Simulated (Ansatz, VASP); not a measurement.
# PtS2 in two plane-wave programs

One calculation is typed for both programs; each brings its own data sets. How far apart do they land? The cell is taken from a series of runs on this material, whose earlier steps may have relaxed, scaled, displaced or heated it; both programs get it as it stands.

Method: plane waves, with VASP 6.6.1 beside it; single point at HSE06, in Ansatz 0.2.0.

### 1. The structure

The cell holds 3 atoms: 1 Pt and 2 S. Cell: a = 3.541 Å, b = 3.541 Å, c = 28.200 Å, α = 90.0°, β = 90.0°, γ = 120.0°. Vacuum lies along c.

As a file:

```cif
data_structure
_symmetry_space_group_name_H-M 'P 1'
_symmetry_Int_Tables_number 1
_cell_length_a 3.5414
_cell_length_b 3.5414
_cell_length_c 28.2000
_cell_angle_alpha 90.000
_cell_angle_beta 90.000
_cell_angle_gamma 120.000
_cell_volume 306.29
loop_
_atom_site_label
_atom_site_type_symbol
_atom_site_fract_x
_atom_site_fract_y
_atom_site_fract_z
_atom_site_occupancy
Pt1 Pt 0.00000 0.00000 0.50000 1
S2 S 0.33333 0.66667 0.54404 1
S3 S 0.66667 0.33333 0.45596 1
```

### 2. VASP: single point, HSE06

A single point gives forces, pressure and levels at one fixed geometry, so differences don't come from the geometry; what else differs is listed under the comparison.

Lines of VASP's logs that name or quote its potential files are left out, and so is its time.

The run reads the wave functions of an earlier VASP run, which isn't shown here.

File INCAR:

```
SYSTEM = PtS2
PREC = Accurate
ENCUT = 400
EDIFF = 1E-06
NELM = 100
ISMEAR = 0
SIGMA = 0.01
LREAL = .FALSE.
ALGO = Normal
LHFCALC = .TRUE.
AEXX = 0.25
GGA = PE
HFSCREEN = 0.208
LASPH = .TRUE.
NBANDS = 17
PRECFOCK = Fast
LORBIT = 11
LWAVE = .FALSE.
LCHARG = .FALSE.
KPAR = 4
NCORE = 2
ISIF = 2
LDIPOL = .TRUE.
IDIPOL = 3
DIPOL = 0.5 0.5 0.5
LVHAR = .TRUE.
```

File POSCAR:

```
PtS2
1.0
    3.5414133322      0.0000000000      0.0000000000
   -1.7707066661      3.0669539110      0.0000000000
    0.0000000000      0.0000000000     28.2000000000
Pt S
1 2
Direct
    0.0000000000      0.0000000000      0.5000000000
    0.3333333333      0.6666666667      0.5440360165
    0.6666666667      0.3333333333      0.4559639835
```

File KPOINTS:

```
Automatic mesh
0
Gamma
6 6 1
0 0 0
```

PAW data sets: Pt and S (PBE family, release 64).

Started as:

```
$ mpirun -np 8 vasp_std
```

Numbers of over 12 decimals in the logs are rounded to 6 here.

The log of the run:

```text
[banner, memory and clock lines left out]
running    8 mpi-ranks, on    1 nodes
 distrk:  each k-point on    2 cores,    4 groups
 distr:  one band on    2 cores,    1 groups

 POSCAR found type information on POSCAR PtS
 POSCAR found :  2 types and       3 ions
 LDA part: xc-table for (Slater+PW92), standard interpolation
 found WAVECAR, reading the header
 POSCAR, INCAR and KPOINTS ok, starting setup
 FFT: planning ... GRIDC
 FFT: planning ... GRID_SOFT
 FFT: planning ... GRID
 reading WAVECAR
 the WAVECAR file was read successfully
 initial charge from wavefunction
 entering main loop
       N       E                     dE             d eps       ncg     rms          rms(c)
DAV:   1    -0.186769066729E+02   -0.18677E+02   -0.62748E-01   302   0.603E+00    0.164E+00
DAV:   2    -0.186887898610E+02   -0.11883E-01   -0.34345E-02   322   0.134E+00    0.111E+00
DAV:   3    -0.186886756451E+02    0.11422E-03   -0.20411E-03   282   0.304E-01    0.684E-01
DAV:   4    -0.186884737432E+02    0.20190E-03   -0.48217E-04   289   0.183E-01    0.402E-01
DAV:   5    -0.186884428917E+02    0.30851E-04   -0.88040E-05   323   0.573E-02    0.234E-01
DAV:   6    -0.186884328162E+02    0.10075E-04   -0.17420E-05   308   0.298E-02    0.135E-01
DAV:   7    -0.186884316664E+02    0.11498E-05   -0.50670E-06   300   0.143E-02    0.798E-02
DAV:   8    -0.186884317360E+02   -0.69591E-07   -0.10928E-06   235   0.778E-03
   1 F= -.18688432E+02 E0= -.18688432E+02  d E =-.625567E-53
```

From OUTCAR (step 2):

```text
ion  position               nearest neighbor table
   1  0.000  0.000  0.500-   2 2.39   3 2.39   3 2.39   2 2.39   3 2.39   2 2.39
   2  0.333  0.667  0.544-   1 2.39   1 2.39   1 2.39
   3  0.667  0.333  0.456-   1 2.39   1 2.39   1 2.39

  LATTYP: Found a hexagonal cell.
 ALAT       =     3.5414133322
 C/A-ratio  =     7.9629225269

 Subroutine GETGRP returns: Found 12 space group operations
 (whereof 12 operations were pure point group operations)

The static configuration has the point symmetry D_3d.

 Found      7 irreducible k-points:

   k-points           NKPTS =      7   k-points in BZ     NKDIM =     36   number of bands    NBANDS=     17

   dimension x,y,z NGX =    24 NGY =   24 NGZ =  192
   dimension x,y,z NGXF=    48 NGYF=   48 NGZF=  384

   ENCUT  =  400.0 eV  29.40 Ry    5.42 a.u.   5.78  5.78 45.99*2*pi/ulx,y,z

   NELECT =      22.0000    total number of electrons

 k-points in reciprocal lattice and weights: Automatic mesh
   0.00000000  0.00000000  0.00000000       0.028
   0.16666667  0.00000000  0.00000000       0.167
   0.33333333 -0.00000000  0.00000000       0.167
   0.50000000 -0.00000000  0.00000000       0.083
   0.16666667  0.16666667  0.00000000       0.167
   0.33333333  0.16666667  0.00000000       0.333
   0.33333333  0.33333333  0.00000000       0.056

  exchange ACFDT corr.  =         0.00000000  see jH, gK, PRB 81, 115126

 dipolmoment           0.000000      0.000000     -0.000000 electrons x Angstroem

 average (electrostatic) potential at core
       1 -73.4898       2 -91.8867       3 -91.8867

 E-fermi :  -4.7388

 k-point     1 :       0.0000    0.0000    0.0000
  band No.  band energies     occupation
    ...
      7      -8.3481      2.00000
      8      -6.0033      2.00000
      9      -5.4298      2.00000
     10      -4.9175      2.00000
     11      -4.9175      2.00000
     12      -0.6639      0.00000
     13      -0.6639      0.00000
     14       1.5358      0.00000
     15       1.8597      0.00000
     16       2.2857      0.00000
    ...

 k-point     2 :       0.1667    0.0000    0.0000
  band No.  band energies     occupation
    ...
      7      -8.5659      2.00000
      8      -6.8667      2.00000
      9      -5.0280      2.00000
     10      -4.9657      2.00000
     11      -4.9538      2.00000
     12      -1.9240      0.00000
     13      -0.9945      0.00000
     14       2.1602      0.00000
     15       2.3250      0.00000
     16       2.7502      0.00000
    ...

 k-point     3 :       0.3333   -0.0000    0.0000
  band No.  band energies     occupation
    ...
      7      -8.4697      2.00000
      8      -7.3456      2.00000
      9      -6.1898      2.00000
     10      -5.7657      2.00000
     11      -5.3745      2.00000
     12      -1.7553      0.00000
     13      -1.0203      0.00000
     14       2.0395      0.00000
     15       3.5348      0.00000
     16       3.6035      0.00000
    ...

  Total       -1.2010984     -1.2010984     -0.9926258      0.0000000      0.0000000      0.0000000
  in kB       -6.2828426     -6.2828426     -5.1923407      0.0000000      0.0000000      0.0000000
  external PRESSURE =      -5.9193420 kB  Pullay stress =       0.0000000 kB

  energy-cutoff  :      400.00
  volume of cell :      306.29
      direct lattice vectors                 reciprocal lattice vectors
     3.541413332  0.000000000  0.000000000     0.282373139  0.163028208  0.000000000
    -1.770706666  3.066953911  0.000000000     0.000000000  0.326056416  0.000000000
     0.000000000  0.000000000 28.200000000     0.000000000  0.000000000  0.035460993

 POSITION                                       TOTAL-FORCE (eV/Angst)
 -----------------------------------------------------------------------------------
      0.00000      0.00000     14.10000         0.000000     -0.000000      0.000000
     -0.00000      2.04464     15.34182         0.000000     -0.000000     -0.387804
      1.77071      1.02232     12.85818        -0.000000      0.000000      0.387804
 -----------------------------------------------------------------------------------
    total drift:                               -0.000000      0.000000     -0.000001

  FREE ENERGIE OF THE ION-ELECTRON SYSTEM (eV)
  ---------------------------------------------------
  free  energy   TOTEN  =       -18.6884317360 eV

  energy  without entropy=      -18.6884317360  energy(sigma->0) =      -18.68843174

 vacuum level on the upper side and lower side of the slab         2.185         2.185

 total charge
# of ion       s       p       d       tot
------------------------------------------
    1        0.734   0.799   7.976   9.510
    2        1.351   2.290   0.000   3.642
    3        1.351   2.290   0.000   3.642
--------------------------------------------------
tot          3.437   5.380   7.976  16.793

[... 3 further parts left out ...]
```

### 3. Ansatz: single point, HSE06

Ansatz runs on its default PAW (the set named soft_2) files.

The same cell, functional and mesh now go to Ansatz, which takes its cutoff from its data sets.

File input.yaml:

```yaml
crystal:
  lattice:
    - [3.5414133322, 0.0, 0.0]
    - [-1.7707066661, 3.066953911, 0.0]
    - [0.0, 0.0, 28.2]
  atoms:
    - { symbol: Pt, position: [0.0, 0.0, 0.5] }
    - { symbol: S, position: [0.3333333333, 0.6666666667, 0.5440360165] }
    - { symbol: S, position: [0.6666666667, 0.3333333333, 0.4559639835] }
  periodic: [true, true, false]
kpoints:
  mp_grid: { grid: [6, 6, 1] }
  band_path:
    path:
      - [0.0, 0.0, 0.0]
      - [0.5, 0.0, 0.0]
      - [0.3333333333, 0.3333333333, 0.0]
      - [0.15, 0.0, 0.0]
      - [0.25, 0.0, 0.0]
      - [0.2, 0.0, 0.0]
    npoints: 1
hamiltonian:
  xc: hse06
scf:
  occupations: { method: fixed }
  n_extra_bands: 5
output:
  eigenvalues: true
```

Started as:

```
$ ansatz run input.yaml --threads 4 --pin off --max-ram 17510MiB --backend cpu --events-out ev --progress --plain --runs-dir out
```

The log of the run:

```text
scf.n_extra_bands = 5 over 15 filled bands (N_el = 30.0): the run solves 20 bands
Engine: ansatz 0.2.0, aarch64-unknown-linux-gnu
Pseudopotentials: kind: paw
Pseudopotential: Pt, paw, valence charge 18, recommended cutoff 420 eV (normal), Pt.paw.azcp
Pseudopotential: S, paw, valence charge 6, recommended cutoff 420 eV (normal), S.paw.azcp
Functional definition: HSE06
  parameter a = 0.25
  parameter omega = 0.11/bohr
  exchange = pbe_x - a*pbe_x_sr(omega) + a*exact_x_sr(omega)
  correlation = pbe_c
davidson cushion auto → on  (no smearing: the cushion is to keep the highest requested band from converging to the state above it; pin scf.eigensolver.cushion to override)
Crystal: 3 atoms, lattice volume = 306.290 Å³
Basis set: ecut = 420 eV, 5945 PW (Γ)
Bands: 20, of which v1, the nominal top of the filled ones, is band 15 counted from 1 (14 counted from 0)
Symmetry: 12 space group operations
Space group: P-3m1 (ITA 164), of the structure as read, at distance tolerance 6.7e-5 Å
k-points: 7 of 36
Non-local potential: Pt, projectors of the file, l = 0: 3, l = 1: 2, l = 2: 2, l = 3: 1
Non-local potential: S, projectors of the file, l = 0: 2, l = 1: 2, l = 2: 2
PAW form: soft (Blöchl's): semilocal exchange-correlation on the pseudo side does not see the compensation charge
PAW frozen core: Pt, regenerated for the run's functional, and the local potential with it (the file was generated under x = pbe(κ = 0.804, μ = 0.219515), c = pbe(β = 0.066725))
PAW frozen core: S, regenerated for the run's functional, and the local potential with it (the file was generated under x = pbe(κ = 0.804, μ = 0.219515), c = pbe(β = 0.066725))
PAW one-centre angular grid: Pt, 590 points (default); XC on 64 Gauss nodes
PAW one-centre angular grid: S, 110 points (default); XC on 64 Gauss nodes
Initial density: superposition of atomic densities (neutral atoms: chi_scale 0, normalization atom), corrected by the library's trained network
Initial wavefunctions: pseudopotential atomic-orbital guess
Functional: x = pbe(κ = 0.804, μ = 0.219515), c = pbe(β = 0.066725), warm-up for x = pbe(κ = 0.804, μ = 0.219515) + 0.25 (exact − pbe) at short range (hse, ω = 0.207870 Å⁻¹), c = pbe(β = 0.066725); HSE06 as pw.x's `hse` composes it (authors' and Libxc's form: `xc: wpbeh`)
SCF iter   1: F=—  HF=-14328.249506 eV  |F-HF|=—  |Δ(HF+E_count)|=         —  Δρ=1.81e-3  dr2=7.12e-3  ethr=1.77e-3  ⟨swp⟩=14.3  Hψ=815  notcnv=0
preconditioner: auto → none  [insulator: Δε(μ)=2.096 eV  Ē_g=9.976 eV  n_scr=16 (ndim 8)  ℏωp=10.0 eV  f_vac=0.779]
SCF iter   2: F=—  HF=-14328.250421 eV  |F-HF|=—  |Δ(HF+E_count)|=   9.15e-4  Δρ=9.45e-4  dr2=4.46e-3  ethr=2.37e-5  ⟨swp⟩=5.9  Hψ=502  notcnv=0  defer=2
SCF iter   3: F=—  HF=-14328.249951 eV  |F-HF|=—  |Δ(HF+E_count)|=   4.70e-4  Δρ=6.16e-4  dr2=1.21e-3  ethr=1.49e-5  ⟨swp⟩=3.1  Hψ=376  notcnv=0
SCF iter   4: F=-14328.249932 eV  HF=-14328.249930 eV  |F-HF|=2.02e-6  |Δ(HF+E_count)|=   2.12e-5  Δρ=2.77e-4  dr2=1.58e-4  ethr=4.02e-6  ⟨swp⟩=3.6  Hψ=337  notcnv=0  defer=2
SCF 1 stopped early in 4 iterations: F = -14328.249932 eV  dr2 = 1.58e-4
  greatest PAW one-centre occupation: 1.000 electrons in one spin orbital (limit 2), on the Pt atom at site 0 (counted from 0), in its partial waves of l = 0
Initial density: handed on by an earlier stage of this run
Initial wavefunctions: those handed on with the density
Functional: x = pbe(κ = 0.804, μ = 0.219515) + 0.25 (exact − pbe) at short range (hse, ω = 0.207870 Å⁻¹), c = pbe(β = 0.066725); HSE06 as pw.x's `hse` composes it (authors' and Libxc's form: `xc: wpbeh`)
Exchange kernel: α = 0.2500, screened, ω = 0.2079 Å⁻¹, Wigner–Seitz truncation, v(0) = 1046.1622 eV·Å³, q-mesh 6×6×1, nearest image of the exchange supercell L = 21.25 Å, pair-density grid 18×18×125, without the augmentation charges, whose exchange is taken in its separable form by FFT convolution over the k-point mesh (sized by the pseudopotential files, 24×24×192 at the most), smooth part of the exact exchange by density-matrix convolution
Frozen-core exchange: fock
SCF iter   1: F=—  HF=-14331.523002 eV  |F-HF|=—  |Δ(HF+E_count)|=         —  Δρ=3.24e-3  dr2=1.37e-2  ethr=5.27e-6  ⟨swp⟩=12.3  Hψ=770  notcnv=0
preconditioner: auto → none  [insulator: Δε(μ)=2.870 eV  Ē_g=11.463 eV  n_scr=16 (ndim 8)  ℏωp=10.0 eV  f_vac=0.780]
SCF iter   2: F=—  HF=-14331.519428 eV  |F-HF|=—  |Δ(HF+E_count)|=   3.57e-3  Δρ=1.87e-3  dr2=6.83e-3  ethr=5.27e-6  ⟨swp⟩=3.9  Hψ=457  notcnv=0
SCF iter   3: F=—  HF=-14331.519072 eV  |F-HF|=—  |Δ(HF+E_count)|=   3.56e-4  Δρ=9.49e-4  dr2=5.23e-3  ethr=5.27e-6  ⟨swp⟩=4.1  Hψ=489  notcnv=0
iter 4 solved again at ethr=1.68e-7 eV; its pass at ethr=5.27e-6 eV (dr2=5.04e-5 eV) is discarded
SCF iter   4: F=—  HF=-14331.518136 eV  |F-HF|=—  |Δ(HF+E_count)|=   9.36e-4  Δρ=2.38e-4  dr2=1.54e-3  ethr=1.68e-7  ⟨swp⟩=4.0  Hψ=777  notcnv=0  defer=5
SCF iter   5: F=—  HF=-14331.531574 eV  |F-HF|=—  |Δ(HF+E_count)|=   1.34e-2  Δρ=6.25e-4  dr2=4.25e-4  ethr=1.68e-7  ⟨swp⟩=6.7  Hψ=657  notcnv=0  defer=7
SCF iter   6: F=—  HF=-14331.531463 eV  |F-HF|=—  |Δ(HF+E_count)|=   1.11e-4  Δρ=1.04e-4  dr2=8.12e-5  ethr=1.68e-7  ⟨swp⟩=4.6  Hψ=442  notcnv=0  defer=1
SCF iter   7: F=—  HF=-14331.531913 eV  |F-HF|=—  |Δ(HF+E_count)|=   4.51e-4  Δρ=1.36e-4  dr2=2.51e-5  ethr=2.82e-8  ⟨swp⟩=6.1  Hψ=586  notcnv=0  defer=4
SCF iter   8: F=-14331.531907 eV  HF=-14331.531907 eV  |F-HF|=7.14e-8  |Δ(HF+E_count)|=   6.44e-6  Δρ=1.32e-5  dr2=3.31e-6  ethr=2.82e-8  ⟨swp⟩=3.9  Hψ=404  notcnv=0  defer=1
SCF 2 stopped early in 8 iterations: F = -14331.531907 eV  dr2 = 3.31e-6
hybrid outer 1: dexx = +1.645e-2 eV, tail = 4.62e-5 eV
Exchange kernel: α = 0.2500, screened, ω = 0.2079 Å⁻¹, Wigner–Seitz truncation, v(0) = 1046.1622 eV·Å³, q-mesh 6×6×1, nearest image of the exchange supercell L = 21.25 Å, pair-density grid 18×18×125, without the augmentation charges, whose exchange is taken in its separable form by FFT convolution over the k-point mesh (sized by the pseudopotential files, 24×24×192 at the most), smooth part of the exact exchange by density-matrix convolution
Frozen-core exchange: fock
SCF iter   1: F=—  HF=-14331.531967 eV  |F-HF|=—  |Δ(HF+E_count)|=         —  Δρ=5.10e-5  dr2=3.13e-6  ethr=7.71e-7  ⟨swp⟩=3.7  Hψ=362  notcnv=0
preconditioner: auto → none  [insulator: Δε(μ)=2.936 eV  Ē_g=11.491 eV  n_scr=16 (ndim 8)  ℏωp=10.0 eV  f_vac=0.781]
iter 2 solved again at ethr=3.65e-10 eV; its pass at ethr=7.80e-9 eV (dr2=1.09e-7 eV) is discarded
SCF iter   2: F=—  HF=-14331.531967 eV  |F-HF|=—  |Δ(HF+E_count)|=   4.33e-7  Δρ=1.22e-5  dr2=2.48e-7  ethr=3.65e-10  ⟨swp⟩=4.1  Hψ=768  notcnv=0  defer=1
SCF iter   3: F=-14331.531968 eV  HF=-14331.531968 eV  |F-HF|=4.69e-8  |Δ(HF+E_count)|=   8.64e-7  Δρ=4.93e-6  dr2=6.28e-8  ethr=3.61e-10  ⟨swp⟩=5.1  Hψ=497  notcnv=0  defer=10
SCF 3 converged in 3 iterations: F = -14331.531968 eV  dr2 = 6.28e-8
hybrid outer 2: dexx = +1.554e-6 eV, tail = 1.66e-7 eV, Δε = 3.48e-3 eV (about 2.06e-4 eV left of the loop's levels)
NSCF: frozen V_eff on 6 k-points
hybrid SCF converged: 2 outer / 11 inner (+4 warm-up), last move |dexx| = 1.55e-6 eV, tail = 1.66e-7 eV
Stability not checked: this state was not tested for a lower state beside it, because the functional holds exact exchange (a hybrid, or Hartree-Fock), whose exchange loop this test does not read (fock_operator; see scf.lower_state_search)
Free energy (F): -14331.531968 eV
Frozen-core exchange: fock
Harris-Foulkes:  -14331.531968 eV  (|F-HF|=4.69e-8)
Internal energy: -14331.531968 eV  (E = F + TS)
E sigma→0 (E₀):  -14331.531968 eV
Fermi energy:    -7.048388 eV
--- Per-component energies (eV) ---
  E_band       = -866.067857
  E_kinetic    = 847.914196
  E_local      = -47252.561968  (includes V_loc(G=0)·N_el)
  E_nonlocal   = 255.901660
  E_hartree    = 23057.279628
  E_xc         = -363.727718
  E_vxc        = -379.170215  (∫ρ·V_xc dr)
  E_exx        = -86.085262  (= α·E_x^exact, valence–valence)
  E_paw        = -10661.708255  (= ΣΔE_a)
  E_vpaw       = -280.558872  (= ΣTr[D̂ρ^β])
  E_aug_tail   = 0.000193  (compensation charges beyond the density's cutoff)
  E_ewald      = 19873.670048
  E_core_change = -2.214490  (= ΣΔE_core)
  E_smearing   = -0.000000  (= −TS)
  E_closure    = 0.000000  (closes the sum)
  Σ components = -14331.531968   (vs F -14331.531968, Δ=-1.82e-12)
--- Band table (eV; the first three rows and the last of 7) ---
  k-point 0: bands = [... 11 lower, -8.1840, -7.6490, -7.1361, -7.1361, -2.8415, -2.8415, -0.6740, -0.3714, ... 1 higher]
  k-point 1: bands = [... 11 lower, -9.0617, -7.2396, -7.1661, -7.1649, -4.1119, -3.1758, -0.0531, 0.0992, ... 1 higher]
  k-point 2: bands = [... 11 lower, -9.5434, -8.3824, -7.9736, -7.5726, -3.9509, -3.2018, -0.1716, 1.3198, ... 1 higher]
  k-point 6: bands = [... 11 lower, -10.2185, -9.4158, -8.0573, -8.0573, -3.9339, -3.9339, 1.1700, 3.0759, ... 1 higher]
  the weakly bound empty levels are not read free of the cell's end (exact_exchange)
```

### 4. Differences

Known differences besides the potentials themselves: exact exchange at q = 0 is treated differently, which shows on coarse meshes; VASP keeps PBE cores, Ansatz makes them for the functional; fixed occupations in Ansatz, narrow Gaussian smearing in VASP; Ansatz cuts the interaction across the vacuum, VASP repeats the sheet with a dipole correction; the data sets hold 30 valence electrons in Ansatz (on its default PAW (the set named soft_2) files) and 22 in VASP; the cutoff is 420 eV in Ansatz and 400 eV in VASP; VASP takes a coarser grid for exact exchange (PRECFOCK = Fast). Total energies have different zeros and are not compared.

Both answers:

| quantity | Ansatz | VASP | difference |
| --- | --- | --- | --- |
| gap on the k mesh (eV) | 2.937 | 2.922 | +0.014 |

A gap on the mesh is an upper bound, since the band edges may lie between its points; neither run holds spin-orbit coupling, which can move the band edges of a compound of Pt. With vacuum in the cell, a pressure given here is an average over mostly empty space and none of the material.

### 5. What came out

| Quantity | Value |
| --- | --- |
| difference in gap on the k mesh (single point, HSE06) | 0.014 eV |

**Reading.** The difference in gap on the k mesh is 0.014 eV (single point, HSE06), within the 0.08 eV picked in this series as the mark of a large difference. The data sets hold unlike numbers of valence electrons (30 in Ansatz and 22 in VASP), so part of the differences comes from the potentials. Such differences can come from data sets, numerical settings and the points named under the comparisons, not from the functional's error against experiment.

[Lines on the potential files, build, host, timing and source positions are cut from VASP's logs without a mark.]

[Logs are printed without paths, hosts, clocks, repeated set-up lines and the standing remarks that a program may print on its own settings, such as how far it seeks lower states.]

[Hosts, paths, dates, database ids (printed as entryN), source tags and the programs' standing remarks are cut or masked in the printed files.]
